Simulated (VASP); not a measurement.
Given:

```
CELL_PARAMETERS angstrom
      4.07239     0.00000     0.00000
      0.00000     4.07239     0.00000
      0.00000     0.00000     4.07239
ATOMIC_POSITIONS crystal
  Cs 0.00000 0.00000 0.00000
  Cl 0.50000 0.50000 0.50000
```

Method: PBEsol GGA, VASP's PBE PAW potentials (set 64) (plane waves; VASP). Numerical set-up: 530 eV cut-off, 6×6×6 Γ-centred mesh, Gaussian smearing of 0.050 eV, potentials Cs_sv Cl.

Task: Give the elastic stiffness tensor with the ions relaxed (GPa, in the frame of the cell).

Result: 
```csv
,xx,yy,zz,yz,xz,xy
xx,37.9,9.1,9.1,0.0,0.0,0.0
yy,9.1,37.9,9.1,0.0,0.0,0.0
zz,9.1,9.1,37.9,0.0,0.0,0.0
yz,0.0,0.0,0.0,9.2,0.0,0.0
xz,0.0,0.0,0.0,0.0,9.2,0.0
xy,0.0,0.0,0.0,0.0,0.0,9.2
```

Task: Predict the Hill bulk modulus, Hill shear modulus, Young's modulus, Poisson's ratio.

Result: 
Hill bulk modulus: 18.7 GPa
Hill shear modulus: 11.0 GPa
Young's modulus: 27.6 GPa
Poisson's ratio: 0.253

The structure comes from a measured CsCl entry (Pm-3m) of the Crystallography Open Database, whose conditions weren't checked. It was relaxed first.
